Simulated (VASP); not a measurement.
# GaN (relaxed from the CsCl type structure, space group Pm-3m): computed properties

Computed with PBE GGA, VASP's PBE PAW potentials (set 64) (plane waves; VASP 6.6.1).

```
Property                                                               Value
----------------------------------  ----------------------------------------
space group                                                      Pm-3m (221)
cell                                a = b = c = 2.7431 Å, α = β = γ = 90.00°
volume per atom                                               10.32 Å^3/atom
band gap (over mesh and band path)  none (metal, semimetal or under 0.01 eV)
density                                                           6.74 g/cm³
```

GaN has the cubic space group Pm-3m (No. 221), the CsCl type structure, Pearson symbol cP2. Cell: a = 2.7431 Å, b = 2.7431 Å, c = 2.7431 Å, α = 90.00°, β = 90.00°, γ = 90.00°. Ga on 1a sees 8 N at 2.376 Å (cubic). N on 1b sees 8 Ga at 2.376 Å (cubic). (Neighbours: up to the widest gap in distance over summed covalent radii, below 1.35, at either atom; cation-cation and far metal-metal contacts left out.)

The structure was generated: GaN was put into the CsCl type type (Pm-3m), which need not be its known phase. It was relaxed first, which changed the volume by +31 %. Symmetry was kept, so distortions that lower it aren't found.
